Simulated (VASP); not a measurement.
Fitting the PBE energy curve of Cr3Cu

Space group Pm-3m (No. 221). a = 3.602 Å, b = 3.602 Å, c = 3.602 Å, α = 90.00°, β = 90.00°, γ = 90.00°
```csv
atom,site,symmetry,x,y,z
Cu,1a,m-3m,0.0000,0.0000,0.0000
Cr,3c,4/mm.m,0.5000,0.5000,0.0000
```

The cell comes from a database or a generator and needn't be the stable form of this composition.

The cell was scaled at fixed shape and fractions and run with VASP, PBE PAW files Cr_pv, Cu, 520 eV; PBE, k mesh 7 × 7 × 7 on the cell of 4 atoms, fermi-dirac occupations of 0.05 eV, collinear spin, ferromagnetic start, no spin-orbit coupling. Energies are those that the program minimises, any entropy of the smearing included. For a metal such a mesh isn't converged to the digits shown. The magnetic state is the one that the start led to, which needn't be the lowest.

```tsv
V (Å³/atom)	energy over the lowest row (meV/atom)
10.9817	29.12
11.2153	11.67
11.4490	?
11.6827	0.00
11.9163	4.19
12.1500	14.15
12.3836	29.28
```

Task: Fit the third-order Birch-Murnaghan form, give V0, B0 and B′, and predict the energy left open.

Result: With y = (V0/V)^(2/3), E = E0 + (9 V0 B0/16) [(y - 1)³ B′ + (y - 1)² (6 - 4y)]. Least squares through the rows shown give V0 = 11.6433 Å³/atom, E0 = -0.09 meV, B0 = 223.8 GPa (1 eV/Å³ = 160.218 GPa) and B′ = 4.47, with a largest miss of 0.01 meV. At V = 11.4490 the form with these constants gives 2.25 meV; the run gave 2.25 meV an atom.
